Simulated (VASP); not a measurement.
Runs of VASP 6.6.1 on GaCuSe2. Symmetry: I-42d, No. 122, tetragonal system. Conventional cell: a = 5.577 Å, b = 5.577 Å, c = 11.080 Å, α = 90.00°, β = 90.00°, γ = 90.00°. Ga (site symmetry -4) is surrounded by 4 Se at 2.43 Å. Cu (site symmetry -4) is surrounded by 4 Se at 2.38 Å. Se (site symmetry 2) is surrounded by 2 Cu at 2.38 Å and 2 Ga at 2.43 Å. 

```csv
task,level,potentials or basis,spin,cell,k mesh,cutoff (eV),k mesh for the DOS,occupations for the DOS,gap on the mesh (eV),pressure (GPa),largest force (eV/Å)
band structure,PBE,"VASP PAW PBE potentials, release 64 (Ga_d, Cu, Se)",off,as given,10 × 10 × 10,520,-,-,(a),3.6,0.05
band structure,LDA,"VASP PAW LDA potentials, release 64 (Ga_d, Cu, Se)",off,as given,10 × 10 × 10,520,-,-,-,-2.2,0.03
relaxation of cell and atoms,PBEsol,"VASP PAW PBE potentials, release 64 (Ga_d, Cu, Se)",off,relaxed,10 × 10 × 10,600,-,-,0.14,0.0,-
band structure,r2SCAN,"VASP PAW PBE potentials, release 64 (Ga_d, Cu, Se)",off,as given,10 × 10 × 10,520,-,-,0.57,(b),0.21
band structure,PBE,"VASP PAW PBE potentials, release 64 (Ga_d, Cu, Se)","SOC, no magnetisation",as given,6 × 6 × 6,520,-,-,-,3.6,0.05
```

Alike in all rows: smearing methfessel-paxton 0.1 eV.

Problem. Fill in the values left out.

Solution. (a) 0.21; (b) 0.9.

Caveats: the PAW data sets were made with another functional, which shifts forces and pressure a little (some runs); the relaxation stopped at its first step, so nothing moved (some runs).

A k mesh can miss the band edges, and rows without SOC leave out spin-orbit coupling on Ga, Se.
